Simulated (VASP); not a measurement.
Consider the following.

```
CELL_PARAMETERS angstrom
      1.52051    -2.63361     0.00000
      1.52051     2.63361     0.00000
      0.00000     0.00000     3.30887
ATOMIC_POSITIONS crystal
  Ti 0.00000 0.00000 0.00000
  B  0.33333 0.66667 0.50000
  B  0.66667 0.33333 0.50000
```

Calculation: vdW-DF2, VASP's PBE PAW potentials (set 64) (plane waves; VASP 6.6.1). Run with 520 eV cut-off, Gaussian smearing of 0.050 eV, potentials Ti_sv B.

**Question.** Give the energies of bands 6 to 12 at the high-symmetry points, in eV from the Fermi level.

**Answer.** 
```tsv
band	Γ	M	K	A	L	H
6	-2.59	-9.14	-8.24	-7.39	-7.54	-8.47
7	-2.54	-3.33	-7.09	-0.69	-4.53	-5.67
8	-2.54	-3.28	-2.00	-0.69	-3.68	-3.06
9	-2.06	-2.15	-2.00	-0.13	-3.05	-3.06
10	1.60	1.08	1.12	-0.13	2.01	2.06
11	1.60	2.43	1.12	0.27	2.57	3.66
12	3.10	2.83	1.80	0.27	3.83	3.66
```

It has no gap at this level: it comes out as a metal or semimetal.

The compound is TiB2 in the AlB2 type structure. It was relaxed first.
